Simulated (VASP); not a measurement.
Here is a VASP 6.6.1 calculation.

INCAR

```
SYSTEM = TaInH4
ALGO = Fast
EDIFF = 1E-6
EDIFFG = -0.005
ENCUT = 600
GGA = PE
IBRION = 2
ISIF = 3
ISMEAR = 0
LASPH = .True.
LCHARG = .False.
LREAL = .False.
LWAVE = .False.
NELM = 100
NSW = 40
PREC = Accurate
SIGMA = 0.05
```

The input KPOINTS:

```
k-points
0
Gamma
  6 6 9
  0 0 0
```

The input POSCAR:

```
TaInH4
1.0
    3.2735107400     -3.2847248900      0.0000000000
    3.2735107400      3.2847248900      0.0000000000
    0.0000000000      0.0000000000      3.0305799700
Ta In H
1 1 4
Direct
    0.5000000000      0.5000000000      0.5000000000
    0.0000000000      0.0000000000      0.0000000000
    0.2033679900      0.2033679900      0.5000000000
    0.7966320100      0.7966320100      0.5000000000
    0.6859680000      0.3140320000      0.0000000000
    0.3140320000      0.6859680000      0.0000000000
```

Potentials or basis: VASP PAW PBE potentials, release 64 (Ta_pv, In_d, H).

Launch:

```bash
$ cat potpaw_PBE.64/Ta_pv/POTCAR potpaw_PBE.64/In_d/POTCAR potpaw_PBE.64/H/POTCAR > POTCAR
$ mpirun -np 1 vasp_std > vasp.out
```

Q: What does it give for the relaxed volume?

A: 10.69 Å³/atom.

Q: Predict the relaxed cell.

A: a = 4.407 Å, b = 4.407 Å, c = 3.325 Å, α = 90.00°, β = 90.00°, γ = 96.55°.

Q: Estimate the space group after relaxing (to 0.05 Å).

A: Cmmm (No. 65).

Q: Estimate the band gap on the k mesh.

A: None (metal or under the smearing width).

Final structure:
```
CELL_PARAMETERS angstrom
2.93291 -3.28904 0.00000
2.93291 3.28904 0.00000
0.00000 0.00000 3.32513
ATOMIC_POSITIONS crystal
Ta 0.50000 0.50000 0.50000
In 0.00000 0.00000 0.00000
H 0.18559 0.18559 0.50000
H 0.81441 0.81441 0.50000
H 0.66196 0.33804 0.00000
H 0.33804 0.66196 0.00000
```

The run has no spin-orbit coupling, so splittings on Ta are missing.
